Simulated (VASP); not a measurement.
OSZICAR of a VASP run on CoSi2 (fluorite):

File OSZICAR:
```
       N       E                     dE             d eps       ncg     rms          rms(c)
DAV:   1     0.712687982238E+02    0.71269E+02   -0.71490E+03   848   0.137E+03
DAV:   2    -0.162165268571E+02   -0.87485E+02   -0.81787E+02   856   0.258E+02
DAV:   3    -0.205828827922E+02   -0.43664E+01   -0.40979E+01  1064   0.655E+01
DAV:   4    -0.206980919435E+02   -0.11521E+00   -0.11447E+00  1004   0.985E+00
DAV:   5    -0.207015160662E+02   -0.34241E-02   -0.34257E-02  1148   0.182E+00    0.145E+01
DAV:   6    -0.243283597600E+02   -0.36268E+01   -0.41330E+01  1080   0.137E+02    0.179E+01
DAV:   7    -0.192958416062E+02    0.50325E+01   -0.17263E+01  1116   0.108E+02    0.349E+00
DAV:   8    -0.193248979700E+02   -0.29056E-01   -0.10808E+00  1004   0.896E+00    0.192E+00
DAV:   9    -0.192894494404E+02    0.35449E-01   -0.11047E-01  1092   0.704E+00    0.450E-01
DAV:  10    -0.192894757740E+02   -0.26334E-04   -0.59430E-03  1044   0.838E-01    0.579E-02
DAV:  11    -0.192894632585E+02    0.12515E-04   -0.29093E-04  1232   0.275E-01    0.379E-02
DAV:  12    -0.192894848825E+02   -0.21624E-04   -0.46854E-05   904   0.676E-02    0.237E-02
DAV:  13    -0.192894849943E+02   -0.11183E-06   -0.26003E-06   996   0.142E-02
   1 F= -.19289485E+02 E0= -.19289307E+02  d E =-.192895E+02
       N       E                     dE             d eps       ncg     rms          rms(c)
DAV:   1    -0.192997847868E+02   -0.10300E-01   -0.11870E-01   956   0.699E+00    0.947E-01
DAV:   2    -0.193322100177E+02   -0.32425E-01   -0.33187E-01  1144   0.126E+01    0.172E+00
DAV:   3    -0.192896901019E+02    0.42520E-01   -0.17058E-01  1120   0.898E+00    0.179E-01
DAV:   4    -0.192894660871E+02    0.22401E-03   -0.25862E-03   876   0.500E-01    0.557E-02
DAV:   5    -0.192894377905E+02    0.28297E-04   -0.12571E-04  1272   0.199E-01    0.183E-02
DAV:   6    -0.192894357391E+02    0.20514E-05   -0.84953E-06  1220   0.332E-02    0.335E-03
DAV:   7    -0.192894358349E+02   -0.95795E-07   -0.39333E-07   500   0.109E-02
   2 F= -.19289436E+02 E0= -.19289276E+02  d E =0.491595E-04
       N       E                     dE             d eps       ncg     rms          rms(c)
DAV:   1    -0.192925205197E+02   -0.30848E-02   -0.31880E-02   952   0.362E+00    0.497E-01
DAV:   2    -0.193013140609E+02   -0.87935E-02   -0.89593E-02  1108   0.651E+00    0.882E-01
DAV:   3    -0.192897793714E+02    0.11535E-01   -0.46112E-02  1108   0.478E+00    0.856E-02
DAV:   4    -0.192897443802E+02    0.34991E-04   -0.80990E-04   864   0.233E-01    0.349E-02
DAV:   5    -0.192897313764E+02    0.13004E-04   -0.44114E-05  1180   0.131E-01    0.115E-02
DAV:   6    -0.192897310332E+02    0.34314E-06   -0.41953E-06   860   0.231E-02
   3 F= -.19289731E+02 E0= -.19289562E+02  d E =-.246039E-03
```

**Question.** Which electronic solver shows in the log?

**Answer.** It is blocked Davidson (ALGO = Normal, or the opening steps of other solvers). The INCAR had ALGO = Normal.

**Question.** How was spin treated?

**Answer.** Without spin polarisation: there is no mag entry.

**Question.** Can the final energy be trusted as converged?

**Answer.** The run converged. It stopped with EDIFF = 1E-6, NELM = 100, NSW = 60 and EDIFFG = -0.02 after 3 ionic steps (PBE GGA, plane waves, VASP's PBE PAW potentials (set 64)).

The compound is CoSi2 in the fluorite structure. This run relaxes it. Symmetry was kept, so distortions that lower it aren't found. The start is the result of an earlier pass. The run is not spin-polarised, so no magnetic state was tried. The electron count is odd and the run is not spin-polarised, which forces a metal.
